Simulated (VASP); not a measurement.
Input:

```
CELL_PARAMETERS angstrom
      4.04851     0.00000     0.00000
      0.00000     4.04851     0.00000
      0.00000     0.00000     4.04851
ATOMIC_POSITIONS crystal
  Sc 0.00000 0.00000 0.00000
  Al 0.00000 0.50000 0.50000
  Al 0.50000 0.00000 0.50000
  Al 0.50000 0.50000 0.00000
```

Calculation: PBE GGA with D3 dispersion (Becke-Johnson damping), VASP's PBE PAW potentials (set 64) (plane waves; VASP). Run with 520 eV cut-off, 9×9×9 Γ-centred mesh, tetrahedra with Blöchl corrections, potentials Sc_sv Al.

Problem. Estimate the energy per atom (σ→0), band gap (on the k-mesh) with the smallest direct gap where there is one.

Solution. 
The band gap (on the k-mesh) comes out as none (metal, semimetal or under 0.01 eV). The energy per atom (σ→0) is -5.207 eV/atom.

The compound is Al3Sc in the L1_2 structure. It was relaxed first.
